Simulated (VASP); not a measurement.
MoIr (space group Pmma): computed properties

The numbers are results of LDA (Ceperley-Alder, Perdew-Zunger), VASP's LDA PAW potentials (set 64) (plane waves; VASP), not measurements.

| Property | Result |
|---|---|
| space group | Pmma (51) |
| cell | a = 4.3907 Å, b = 2.7405 Å, c = 4.7724 Å, α = β = γ = 90.00° |
| volume per atom | 14.36 Å^3/atom |
| band gap (over mesh and band path) | none (metal, semimetal or under 0.01 eV) |
| Hill bulk modulus | 3540 kbar |
| Hill shear modulus | 189 GPa |
| Poisson's ratio | 0.274 |
| density | 16.67 g/cm³ |
| optical Γ-point spectrum | 70, 115, 157, 162, 181, 182, 188, 199, 223 cm⁻¹ |

```
IrMo
1.0
    4.39074     0.00000     0.00000
    0.00000     2.74052     0.00000
    0.00000     0.00000     4.77240
Ir Mo
2 2
Direct
  0.25000   0.50000   0.67575
  0.75000   0.50000   0.32425
  0.25000   0.00000   0.17060
  0.75000   0.00000   0.82940
```

Finite-difference elastic constants of metals are sensitive to mesh and smearing; shear constants can be off by tens of GPa. Unless said otherwise, spin-orbit coupling is left out, though it shifts the bands of the heavy elements here.

The structure comes from a measured MoIr entry (Pmma) of the Crystallography Open Database, whose conditions weren't checked. It was relaxed first. Symmetry was kept, so distortions that lower it aren't found.
